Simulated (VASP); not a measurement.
```yaml
crystal:
  lattice:
    - [0.00000, 2.18857, 2.18857]
    - [2.18857, 0.00000, 2.18857]
    - [2.18857, 2.18857, 0.00000]
  atoms:
    - { symbol: Ti, position: [0.00000, 0.00000, 0.00000] }
    - { symbol: C, position: [0.50000, 0.50000, 0.50000] }
```

All values below come from PBE GGA, VASP's PBE PAW potentials (set 64) (plane waves; VASP). Numerical set-up: 520 eV cut-off, 14×14×14 Γ-centred mesh, first-order Methfessel-Paxton smearing of 0.10 eV, potentials Ti_sv C.

Task: Give the stress tensor in GPa (positive for a compressed cell).

Result: 
```
-6.96   0.00   0.00
 0.00  -6.96   0.00
 0.00   0.00  -6.96
```
The pressure is its mean diagonal, -6.96 GPa.

The compound is TiC in the rock salt structure. This cell is one point of a volume scan, at 1.03 of the reference volume.
